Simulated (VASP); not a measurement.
Crystal: TlRu.

```
Tl Ru
1.0
     3.54715    0.00000    0.00000
    -1.77357    3.07192    0.00000
     0.00000    0.00000    4.93701
Tl Ru
1 1
Direct
  0.00000 0.00000 0.00000
  0.00000 0.00000 0.50000
```

The cell was built by a generator and needn't be a form met in nature.

- Program: VASP 6.6.1
- Task: relaxation of cell and atoms
- Functional: r2SCAN
- Dispersion: rVV10
- Potentials or basis: VASP PAW PBE potentials, release 64 (Tl_d, Ru_pv)
- Cutoff: 600 eV
- k mesh: 9 × 9 × 6
- Occupations: methfessel-paxton, width 0.1 eV
- Spin: no spin polarisation

At the start: pressure -3.0 GPa; volume 26.90 Å³/atom.

Question: How do energy, volume and symmetry change on relaxing?

Answer: Over 25 steps the energy falls by 780.8 meV/atom and the volume is 19.75 Å³/atom (-26.6 %); space group P6/mmm (No. 191, to 0.05 Å).

Step by step:
```csv
step,energy change (eV),largest force (eV/Å),pressure (GPa),volume (Å³)
1,0.0000,0.0000,-3.01,53.80
2,-1.0301,0.0000,-15.00,48.56
3,-1.0503,0.0000,-14.82,48.22
4,0.0593,0.0000,54.64,32.31
5,-1.4290,0.0000,-5.10,41.56
6,-1.4316,0.0000,-4.28,41.24
7,-1.4322,0.0000,-3.57,40.98
8,-1.5589,0.0000,0.91,39.27
9,-1.5616,0.0000,0.09,39.46
10,-1.5615,0.0000,-0.05,39.49
11,-1.5616,0.0000,-0.04,39.50
12,-1.5616,0.0000,-0.16,39.54
13,-1.5616,0.0000,-0.18,39.53
14,-1.5616,0.0000,-0.13,39.53
15,-1.5616,0.0000,-0.08,39.52
16,-1.5616,0.0000,0.00,39.49
17,-1.5616,0.0000,0.01,39.49
18,-1.5616,0.0000,0.05,39.48
19,-1.5616,0.0000,0.07,39.48
20,-1.5616,0.0000,0.07,39.49
21,-1.5616,0.0000,0.00,39.49
22,-1.5616,0.0000,0.00,39.49
23,-1.5616,0.0000,-0.01,39.49
24,-1.5616,0.0000,0.03,39.49
25,-1.5616,0.0000,-0.02,39.50
```

Final structure:
```
Tl Ru
1.0
     2.91134    0.00000    0.00000
    -1.45567    2.52129    0.00000
     0.00000    0.00000    5.38105
Tl Ru
1 1
Direct
  0.00000 0.00000 0.00000
  0.00000 0.00000 0.50000
```

Caveat: the volume moved by over 15 % at a fixed basis, so the end points are rough; the PAW data sets were made with another functional, which shifts forces and pressure a little.
